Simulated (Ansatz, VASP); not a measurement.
# LiZn3F2: VASP beside Ansatz

```
Li Zn F
1.0
     3.86463    2.23124    2.18180
    -3.86463    2.23124    2.18180
     0.00000   -4.46249    2.18180
Li Zn F
1 3 2
Direct
  0.00000 0.00000 0.00000
  0.50000 0.50000 0.00000
  0.50000 0.00000 0.50000
  0.00000 0.50000 0.50000
  0.74059 0.74059 0.74059
  0.25941 0.25941 0.25941
```

Alike in both runs: functional PBE; k mesh 12 × 12 × 12; occupations gaussian, width 0.1 eV; no spin polarisation.

Ansatz relaxed the structure, and its values are those at the end. VASP's run is a single point on that final structure, the one shown.

```csv
,VASP,Ansatz
version,VASP 6.6.1,Ansatz 0.2.0
potentials or method,"VASP PAW PBE potentials, release 64 (Li_sv, Zn, F)","scalar-relativistic, plane waves, PAW"
plane-wave cutoff (eV),520,420
valence electrons in the cell,53,53
```

```csv
,VASP,Ansatz,Ansatz less VASP
gap on the k mesh at the Fermi level (eV),none,none,-
rms of the force components (eV/Å),0.021,0.000,-0.0207
```

A gap of «none» marks a metal or a gap that the smearing closes.

Caveats: an odd number of electrons without spin polarisation forces a metal; a magnetic or distorted state may lie lower.
